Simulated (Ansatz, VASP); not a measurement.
## Ca3SbP: VASP beside Ansatz

The input INCAR:

```
SYSTEM = Ca3SbP
PREC = Accurate
ENCUT = 520
EDIFF = 1E-6
ISMEAR = 0
SIGMA = 0.05
LREAL = .FALSE.
LASPH = .TRUE.
NELM = 60
ALGO = Fast
ISIF = 2
LWAVE = .FALSE.
LCHARG = .FALSE.
NBANDS = 28
```

The input KPOINTS:

```
regular mesh
0
G
  6 6 6
  0 0 0
```

POSCAR

```
Ca3SbP
1.0
    5.2516179336      0.0000000000      0.0000000000
    0.0000000000      5.2516179336      0.0000000000
    0.0000000000      0.0000000000      5.2516179336
Ca Sb P
3 1 1
Direct
   -0.0114827719      0.5000000000      0.5000000000
    0.3900338891      0.0000000000      0.5000000000
    0.5185657070      0.5000000000      0.0000000000
    0.0351054686      0.0000000000      0.0000000000
    0.4951220023      0.5000000000      0.5000000000
```

Input for Ansatz:

```yaml
crystal:
  lattice:
    - [5.2516179336, 0.0, 0.0]
    - [0.0, 5.2516179336, 0.0]
    - [0.0, 0.0, 5.2516179336]
  atoms:
    - { symbol: Ca, position: [-0.0114827719, 0.5, 0.5] }
    - { symbol: Ca, position: [0.3900338891, 0.0, 0.5] }
    - { symbol: Ca, position: [0.518565707, 0.5, 0.0] }
    - { symbol: Sb, position: [0.0351054686, 0.0, 0.0] }
    - { symbol: P, position: [0.4951220023, 0.5, 0.5] }
basis:
  ecutwfc: 420
kpoints:
  mp_grid: { grid: [6, 6, 6] }
hamiltonian:
  xc: lda
scf:
  occupations: { method: gaussian, width: 0.05 }
output:
  forces: true
  stress: true
  eigenvalues: true
```

Change from the starting cell: mode 1 frozen in at -0.240 Å and mode 7 at -0.338 Å (largest displacements).

Alike in both runs: task single point; functional LDA; k mesh 6 × 6 × 6; occupations gaussian, width 0.05 eV; no spin polarisation.

|  | VASP | Ansatz |
| --- | --- | --- |
| version | VASP 6.6.1 | Ansatz 0.2.0 |
| potentials or method | VASP PAW LDA potentials, release 64 (Ca_sv, Sb, P) | scalar-relativistic, plane waves, PAW |
| plane-wave cutoff (eV) | 520 | 420 |
| valence electrons in the cell | 40 | 50 |

```csv
,VASP,Ansatz,Ansatz less VASP
gap on the k mesh at the Fermi level (eV),0.78,0.80,+0.012
least direct gap on the mesh (eV),0.78,0.80,+0.012
pressure (GPa),0.7,0.6,-0.12
largest component of the traceless stress (GPa),1.82,1.78,-0.039
rms of the force components (eV/Å),0.158,0.157,-0.0016
```

Atom by atom the forces differ by 0.004 eV/Å (rms over components). The two sets of potentials don't hold the same shells in valence.

Caveats: spin-orbit coupling is left out, which moves the levels of the heavy elements. A k mesh can miss the band edges.
